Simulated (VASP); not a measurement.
Here is the system:

```
Ir
1.0
    0.00000     1.95067     1.95067
    1.95067     0.00000     1.95067
    1.95067     1.95067     0.00000
Ir
1
Direct
  0.00000   0.00000   0.00000
```

The numbers are results of PBE GGA, VASP's PBE PAW potentials (set 64) (plane waves; VASP 6.6.1), not measurements. Settings: 300 eV cut-off, 14×14×14 Γ-centred mesh, Gaussian smearing of 0.14 eV, potentials Ir.

At this cut-off the stress carries a Pulay error, which pulls relaxed volumes low.

Question: Give the stress tensor in GPa (positive for a compressed cell).

Answer: 
```
-8.00   0.00   0.00
 0.00  -8.00   0.00
 0.00   0.00  -8.00
```
The pressure is its mean diagonal, -8.00 GPa.

The structure comes from a computed database's Ir entry; how it stands against other phases isn't given here. The cell was not relaxed at this level.
